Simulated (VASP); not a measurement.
Given:

```
CELL_PARAMETERS angstrom
     -1.61629     1.61629     1.61629
      1.61629    -1.61629     1.61629
      1.61629     1.61629    -1.61629
ATOMIC_POSITIONS crystal
  Ta 0.00000 0.00000 0.00000
```

These are LDA (Ceperley-Alder, Perdew-Zunger), VASP's LDA PAW potentials (set 64) (plane waves; VASP 6.6.1) values and carry that method's errors. Settings: 500 eV cut-off, 16×16×16 Γ-centred mesh, first-order Methfessel-Paxton smearing of 0.10 eV, potentials Ta_pv.

Energy and stress use the plane-wave basis of the starting cell.

Question: The ions, cell shape and volume at an external pressure of 10.0 GPa are relaxed. Which structure does the run end with?

Answer: 
```
CELL_PARAMETERS angstrom
     -1.60527     1.60527     1.60527
      1.60527    -1.60527     1.60527
      1.60527     1.60527    -1.60527
ATOMIC_POSITIONS crystal
  Ta 0.00000 0.00000 0.00000
```
Space group Im-3m (229), at a tolerance of 0.03 Å.

Question: How do energy and volume change from the first to the last step?

Answer: The energy (σ→0) changes by +15.6 meV/atom and the volume by -2.0 %, in 3 ionic steps.

The compound is Ta in the bcc structure. This run relaxes it under an external pressure of 10 GPa. Symmetry was kept, so distortions that lower it aren't found.
